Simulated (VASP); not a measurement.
Computed with PBE GGA, VASP's PBE PAW potentials (set 64) (plane waves; VASP 6.6.1).

Input for VASP

### INCAR
```
ALGO  =  Normal
EDIFF  =  1E-6
ENCUT  =  400
GGA  =  PE
ISIF  =  2
ISMEAR  =  1
LASPH  =  .TRUE.
LCHARG  =  .FALSE.
LMAXMIX  =  6
LREAL  =  .FALSE.
LWAVE  =  .FALSE.
NELM  =  100
PREC  =  Accurate
SIGMA  =  0.5
SYSTEM  =  Er
```

### POSCAR
```
Er
1.0
  1.8131930000  -3.0636130000   0.0000000000
  1.8131930000   3.0636130000   0.0000000000
  0.0000000000   0.0000000000   5.4381770000
Er
2
Cartesian
  1.8131930000   1.0212063757   1.3595442500
  1.9128098234  -1.0212063757   4.0786327500
```

**KPOINTS**
```
Automatic mesh
0
Gamma
11 11 6
0 0 0
```

POTCAR, in this order: Er_3 (PBE.64 set). Program: vasp_std.

**Question.** What will the output report for the number of irreducible k-points (NKPTS), number of bands (NBANDS), largest plane-wave count, number of space-group operations, FFT grid (NGX, NGY, NGZ)?

**Answer.** 
The number of irreducible k-points (NKPTS) is 244 and the number of bands (NBANDS) comes out as 13. The largest plane-wave count is 1110, the number of space-group operations is 4 and the FFT grid (NGX, NGY, NGZ) is 24 × 24 × 36.

The compound is Er in the hcp structure. The cell was not relaxed at this level, atoms are displaced from their ideal sites. The run is one of a series of settings (SIGMA = 0.5 against the base run), some of them coarse on purpose. The 4f electrons are frozen in the core of the lanthanide potential, so 4f levels, which can set the real gap, and their magnetism are missing.
